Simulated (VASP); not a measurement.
A VASP calculation is set up with these files.

### INCAR
```
SYSTEM = Ag
PREC = Accurate
ENCUT = 400
EDIFF = 1E-6
NELM = 100
ALGO = Normal
LREAL = .FALSE.
LASPH = .TRUE.
ISMEAR = 1
SIGMA = 0.1
GGA = PE
LMAXMIX = 4
LWAVE = .FALSE.
LCHARG = .FALSE.
ISIF = 2
LEPSILON = .TRUE.
```

File POSCAR:
```
Ag
1
    2.6757320000     0.0000000000     0.0000000000
    0.0000000000     2.6757320000     0.0000000000
    0.0000000000     0.0000000000     2.6757320000
Ag
1
Direct
  0.0000000000   0.0000000000   0.0000000000
```

### KPOINTS
```
Automatic mesh
0
Gamma
10 10 10
0 0 0
```

POTCAR, in this order: Ag (PBE.64 set). Program: vasp_std.

What VASP printed:

**standard output**
```
...
RMM:   2    -0.418300889882E+00   -0.64995E-02   -0.26820E-03  1550   0.282E-01
RMM:   3    -0.418344329834E+00   -0.43440E-04   -0.42097E-05  1553   0.296E-02
RMM:   4    -0.418344923630E+00   -0.59380E-06   -0.88087E-07  1244   0.398E-03
 change of polarisation eV/A/(eV/A) component  1 :     0.837    -0.105    -0.031
 dielectric tensor                  component  1 :     8.903    -0.992    -0.292
 Linear response to external field (no local field effect), progress :
  Direction:   2
       N       E                     dE             d eps       ncg     rms          rms(c)
RMM:   1    -0.171836763244E+00   -0.17184E+00   -0.47775E-01  1696   0.258E+00
RMM:   2    -0.176342297628E+00   -0.45055E-02   -0.16487E-03  1565   0.282E-01
RMM:   3    -0.176368540212E+00   -0.26243E-04   -0.25769E-05  1544   0.309E-02
RMM:   4    -0.176368969336E+00   -0.42912E-06   -0.53677E-07  1297   0.423E-03
 change of polarisation eV/A/(eV/A) component  2 :    -0.105     0.353     0.017
 dielectric tensor                  component  2 :    -0.992     4.332     0.160
 Linear response to external field (no local field effect), progress :
  Direction:   3
       N       E                     dE             d eps       ncg     rms          rms(c)
RMM:   1    -0.152090586224E+00   -0.15209E+00   -0.30512E-01  1562   0.255E+00
RMM:   2    -0.157324215682E+00   -0.52336E-02   -0.14440E-03  1546   0.297E-01
RMM:   3    -0.157344610323E+00   -0.20395E-04   -0.20098E-05  1517   0.305E-02
RMM:   4    -0.157344934408E+00   -0.32409E-06   -0.26461E-07  1216   0.358E-03
 change of polarisation eV/A/(eV/A) component  3 :    -0.031     0.017     0.315
 dielectric tensor                  component  3 :    -0.292     0.160     3.972
 Linear response to external field, progress :
  Direction:   1
       N       E                     dE             d eps       ncg     rms          rms(c)
RMM:   1    -0.245222618007E+00   -0.24522E+00   -0.82371E-01  3701   0.257E+00
RMM:   2    -0.250655790321E+00   -0.54332E-02   -0.19265E-03  3499   0.287E-01    0.359E-01
RMM:   3    -0.245517765635E+00    0.51380E-02   -0.37549E-03  3201   0.521E-01    0.177E-01
RMM:   4    -0.245487039447E+00    0.30726E-04   -0.36253E-03  3329   0.509E-01    0.186E-02
RMM:   5    -0.245662955033E+00   -0.17592E-03   -0.32670E-05  3600   0.564E-02    0.135E-03
RMM:   6    -0.245683636835E+00   -0.20682E-04   -0.38217E-07  3477   0.453E-03    0.555E-04
RMM:   7    -0.245682835819E+00    0.80102E-06    0.22016E-08  2736   0.165E-03    0.109E-04
 change of polarisation eV/A/(eV/A) component  1 :     0.486    -0.056    -0.024
 dielectric tensor                  component  1 :     5.593    -0.525    -0.225
 Linear response to external field, progress :
  Direction:   2
       N       E                     dE             d eps       ncg     rms          rms(c)
RMM:   1    -0.245222063288E+00   -0.24522E+00   -0.82371E-01  3701   0.257E+00
RMM:   2    -0.250655696193E+00   -0.54336E-02   -0.19265E-03  3498   0.287E-01    0.359E-01
RMM:   3    -0.245517761099E+00    0.51379E-02   -0.37578E-03  3202   0.521E-01    0.177E-01
RMM:   4    -0.245486826819E+00    0.30934E-04   -0.36254E-03  3328   0.510E-01    0.186E-02
RMM:   5    -0.245662543575E+00   -0.17572E-03   -0.32894E-05  3595   0.566E-02    0.137E-03
RMM:   6    -0.245683531277E+00   -0.20988E-04   -0.39746E-07  3481   0.456E-03    0.555E-04
RMM:   7    -0.245682739867E+00    0.79141E-06   -0.10670E-07  2736   0.165E-03    0.109E-04
 change of polarisation eV/A/(eV/A) component  2 :    -0.055     0.486    -0.024
 dielectric tensor                  component  2 :    -0.522     5.593    -0.228
 Linear response to external field, progress :
  Direction:   3
       N       E                     dE             d eps       ncg     rms          rms(c)
RMM:   1    -0.245283982315E+00   -0.24528E+00   -0.82433E-01  3690   0.257E+00
RMM:   2    -0.250655931502E+00   -0.53719E-02   -0.19222E-03  3500   0.286E-01    0.359E-01
RMM:   3    -0.245518108243E+00    0.51378E-02   -0.37584E-03  3196   0.521E-01    0.177E-01
RMM:   4    -0.245486970947E+00    0.31137E-04   -0.36239E-03  3329   0.509E-01    0.186E-02
RMM:   5    -0.245662899085E+00   -0.17593E-03   -0.32712E-05  3600   0.564E-02    0.135E-03
RMM:   6    -0.245683546126E+00   -0.20647E-04   -0.38666E-07  3468   0.453E-03    0.552E-04
RMM:   7    -0.245682766321E+00    0.77980E-06   -0.35772E-08  2724   0.165E-03    0.109E-04
 change of polarisation eV/A/(eV/A) component  3 :    -0.033    -0.046     0.486
 dielectric tensor                  component  3 :    -0.315    -0.436     5.593
 Born effective charges drift removed
```

OUTCAR:
```
------------------------ aborting loop because EDIFF is reached ----------------------------------------

 HEAD OF MICROSCOPIC STATIC DIELECTRIC TENSOR (INDEPENDENT PARTICLE, excluding Hartree and local field effects)
 ------------------------------------------------------
           5.735865     0.000000    -0.000000
           0.000000     5.735865    -0.000000
           0.000000     0.000000     5.735865
 ------------------------------------------------------

 MACROSCOPIC STATIC DIELECTRIC TENSOR (including local field effects in DFT)
 ------------------------------------------------------
           5.592908    -0.000000     0.000000
          -0.000000     5.592908    -0.000000
          -0.000000    -0.000000     5.592908
 ------------------------------------------------------

 PIEZOELECTRIC TENSOR (including local field effects)  for field in x, y, z        (e  Angst)
          XX          YY          ZZ          XY          YZ          ZX
  --------------------------------------------------------------------------------
  x     0.00000     0.00000     0.00000     0.00000     0.00000     0.00000
  y     0.00000     0.00000     0.00000     0.00000     0.00000     0.00000
  z     0.00000     0.00000     0.00000     0.00000     0.00000     0.00000

 PIEZOELECTRIC TENSOR (including local field effects)  for field in x, y, z        (C/m^2)
          XX          YY          ZZ          XY          YZ          ZX
  --------------------------------------------------------------------------------
  x     0.00000     0.00000     0.00000     0.00000     0.00000     0.00000
  y     0.00000     0.00000     0.00000     0.00000     0.00000     0.00000
  z     0.00000     0.00000     0.00000     0.00000     0.00000     0.00000

 BORN EFFECTIVE CHARGES (including local field effects) (in |e|, cummulative output)
 ---------------------------------------------------------------------------------
 ion    1
    1     0.00000     0.00000     0.00000
    2     0.00000     0.00000     0.00000
    3     0.00000     0.00000     0.00000
```
(Selected blocks of OUTCAR.)

Q: The run ends quietly. Is anything wrong with it?

A: The cause: LEPSILON was set for a metal. The run ends without an error. Against the sound run, the energy per atom (σ→0) is nearly the same; the pressure hardly moves. To mend it, drop LEPSILON, since a metal has no finite static dielectric tensor or Born charges. The plain static run on this cell (PBE GGA, plane waves, VASP's PBE PAW potentials (set 64)) converges, and its OSZICAR ends with
```
   1 F= -.23518707E+01 E0= -.23515041E+01  d E =-.110000E-02
```

The structure was generated: Ag was put into the simple-cubic type (Pm-3m), which need not be its known phase. The cell was not relaxed at this level.
